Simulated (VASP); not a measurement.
# What goes wrong when ZrB2 is relaxed with a bad input, part 2 of 2

Aim: see how common mistakes in a VASP relaxation show up, on ZrB2. The starting structure is a measured crystal structure from the Crystallography Open Database.

VASP 6.6.1.

Results so far: reference 10.09 Å³ an atom.

**5. Relaxation with the cell held fixed (ISIF = 2) (continued)**

Level of this step: PBEsol; plane waves and PAW (Zr_sv, B) (VASP).

From OUTCAR (step 5):

```text
  Total       -0.7027984     -0.7027984     -0.7071212      0.0000000      0.0000000     -0.0000000
  in kB      -36.6225469    -36.6225469    -36.8478051      0.0000000      0.0000000     -0.0000000
  external PRESSURE =     -36.6976330 kB  Pullay stress =       0.0000000 kB

 POSITION                                       TOTAL-FORCE (eV/Angst)
 -----------------------------------------------------------------------------------
      0.00000      0.00000      0.00000         0.000000      0.000000      0.000000
      1.58500      0.91510      1.76650        -0.000000      0.000000      0.000000
     -0.00000      1.83020      1.76650         0.000000     -0.000000      0.000000
 -----------------------------------------------------------------------------------
    total drift:                               -0.000000      0.000000      0.000000

  FREE ENERGIE OF THE ION-ELECTRON SYSTEM (eV)
  ---------------------------------------------------
  free  energy   TOTEN  =       -26.3922504306 eV

  energy  without entropy=      -26.3919956413  energy(sigma->0) =      -26.39216550

[... 2 parts as in an earlier step ...]

[... 2 further parts left out ...]
[key lines of the parts left out:]
E-fermi :  10.3016
```

With the cell held fixed (ISIF = 2) the cell ends at 10.249 Å³ an atom, +1.55 % from the reference.

**6. Relaxation with too few electronic steps**

A slip made on purpose: too few electronic steps. Against step 2 the input has NELM = 4 (also changed: NSW).

INCAR reads:

```
SYSTEM = ZrB2
PREC = Accurate
ENCUT = 450
EDIFF = 1E-06
NELM = 4
ISMEAR = 1
SIGMA = 0.1
LREAL = .FALSE.
ALGO = Normal
GGA = PS
NBANDS = 15
LORBIT = 11
LWAVE = .FALSE.
LCHARG = .FALSE.
KPAR = 2
IBRION = 2
NSW = 30
ISIF = 3
EDIFFG = -0.01
```

POSCAR reads:

```
ZrB2
1.0
    3.1700000000      0.0000000000      0.0000000000
   -1.5850000000      2.7453005300      0.0000000000
    0.0000000000      0.0000000000      3.5330000000
Zr B
1 2
Direct
    0.0000000000      0.0000000000      0.0000000000
    0.6666666667      0.3333333333      0.5000000000
    0.3333333333      0.6666666667      0.5000000000
```

KPOINTS reads:

```
Automatic mesh
0
Gamma
10 10 8
0 0 0
```

PAW data sets: Zr_sv and B (PBE family, release 64).

The run is started by

```console
> mpirun -np 2 vasp_std
```

What it wrote:

```text
[... set-up lines as in an earlier step ...]
 entering main loop
       N       E                     dE             d eps       ncg     rms          rms(c)
[... 4 cycles as in an earlier step ...]
 -----------------------------------------------------------------------------
|                                                                             |
|           W    W    AA    RRRRR   N    N  II  N    N   GGGG   !!!           |
|           W    W   A  A   R    R  NN   N  II  NN   N  G    G  !!!           |
|           W    W  A    A  R    R  N N  N  II  N N  N  G       !!!           |
|           W WW W  AAAAAA  RRRRR   N  N N  II  N  N N  G  GGG   !            |
|           WW  WW  A    A  R   R   N   NN  II  N   NN  G    G                |
|           W    W  A    A  R    R  N    N  II  N    N   GGGG   !!!           |
|                                                                             |
|     The electronic self-consistency was not achieved in the given           |
|     number of steps (NELM). The forces and other quantities evaluated       |
[...]
|     The electronic self-consistency was not achieved in the given           |
[... from here on, the cycles between the ionic steps are left out ...]
   2 F= -.91819424E+01 E0= -.91818427E+01  d E =0.197610E+02
[...]
|     The electronic self-consistency was not achieved in the given           |
   3 F= -.25732628E+02 E0= -.25732514E+02  d E =0.321028E+01
   4 F= -.26300539E+02 E0= -.26300427E+02  d E =0.264237E+01
   5 F= -.26369971E+02 E0= -.26369871E+02  d E =0.257293E+01
   6 F= -.26394699E+02 E0= -.26394607E+02  d E =0.254820E+01
   7 F= -.26396807E+02 E0= -.26396718E+02  d E =0.254610E+01
   8 F= -.26397192E+02 E0= -.26397104E+02  d E =0.254571E+01
   9 F= -.26397318E+02 E0= -.26397230E+02  d E =0.254559E+01
  10 F= -.26397471E+02 E0= -.26397382E+02  d E =0.254543E+01
  11 F= -.26397466E+02 E0= -.26397378E+02  d E =0.254544E+01
  12 F= -.26397501E+02 E0= -.26397412E+02  d E =0.254540E+01
  13 F= -.26397502E+02 E0= -.26397414E+02  d E =0.254540E+01
  14 F= -.26397508E+02 E0= -.26397419E+02  d E =0.254540E+01
  15 F= -.26397618E+02 E0= -.26397531E+02  d E =-.110235E-03
 trial-energy change:   -0.000110  1 .order   -0.000118   -0.000204   -0.000031
 step:   1.0198(harm=  0.9489)  dis= 0.00000  next Energy=   -26.397622 (dE=-0.114E-03)
 reached required accuracy - stopping structural energy minimisation
```

Run time: 42 s. Hardware: 2 MPI ranks of AMD EPYC 9R14 (Zen 4), shared host; peak memory 0.27 GiB; 81 s of CPU time.

From OUTCAR (step 6):

```text
  Total        0.0140392      0.0140392     -0.0111150      0.0000000     -0.0000000      0.0000000
  in kB        0.7428409      0.7428409     -0.5881159      0.0000000     -0.0000000      0.0000000
  external PRESSURE =       0.2991886 kB  Pullay stress =       0.0000000 kB

 POSITION                                       TOTAL-FORCE (eV/Angst)
 -----------------------------------------------------------------------------------
      1.57729      2.73195      3.51353        -0.000000      0.000000      0.000000
      1.57729      0.91065      1.75677        -0.000000     -0.000000      0.000000
     -0.00000      1.82130      1.75677         0.000000     -0.000000      0.000000
 -----------------------------------------------------------------------------------
    total drift:                               -0.000000      0.000000     -0.000000

  FREE ENERGIE OF THE ION-ELECTRON SYSTEM (eV)
  ---------------------------------------------------
  free  energy   TOTEN  =       -26.3976182734 eV

  energy  without entropy=      -26.3973564885  energy(sigma->0) =      -26.39753101

[... 2 parts as in an earlier step ...]

[... 2 further parts left out ...]
[key lines of the parts left out:]
E-fermi :  10.4674
```

Logs of long relaxations may skip ionic steps without a mark.

With too few electronic steps the cell ends at 10.093 Å³ an atom, +0.01 % from the reference.

**7. The runs compared**

| run | ended | volume (Å³/atom) | change (%) | pressure left (GPa) | core minutes |
| --- | --- | --- | --- | --- | --- |
| reference | converged | 10.092 | - | 0.07 | 0.8 |
| a functional's name that the tag doesn't take | stopped by VASP | - | - | - | 0.06 |
| too few ionic steps | not converged | - | - | - | 0.453 |
| the cell held fixed (ISIF = 2) | converged | 10.249 | 1.55 | -3.67 | 0.28 |
| too few electronic steps | converged | 10.093 | 0.01 | 0.03 | 1.4 |

Core minutes are wall time times ranks, summed over the relaxations behind a row (those for a bulk modulus apart), on shared hosts.

**8. Outcome**

- volume of the reference: 10.09 Å³/atom
- volume against the reference, the cell held fixed (ISIF = 2): +1.55 %
- volume against the reference, too few electronic steps: +0.01 %
- run with a functional's name that the tag doesn't take: stopped by VASP
- run with too few ionic steps: not converged

**Reading.** VASP stopped by itself in the run with a functional's name that the tag doesn't take. The run with too few ionic steps didn't converge. Finished, but with signs in the output that stand out against the reference: the cell held fixed (ISIF = 2), with the volume kept at the input's, +1.6 % from the reference (signs: a stress of up to 3.7 GPa); too few electronic steps, with the volume changed by less than 0.1 % (signs: warnings that the electronic loop ran out of cycles, -67.4 GPa at the first ionic step (reference: -3.7 GPa) and an energy that rises by up to 6.6 eV an atom on the way). Further runs on this material are not shown.

[Lines on the potential files, build, host, timing and source positions are cut from VASP's logs without a mark.]

[Logs are printed without paths, hosts, clocks, repeated set-up lines and the standing remarks that a program may print on its own settings, such as how far it seeks lower states.]

[Hosts, paths, dates, database ids (printed as entryN), source tags and the programs' standing remarks are cut or masked in the printed files.]
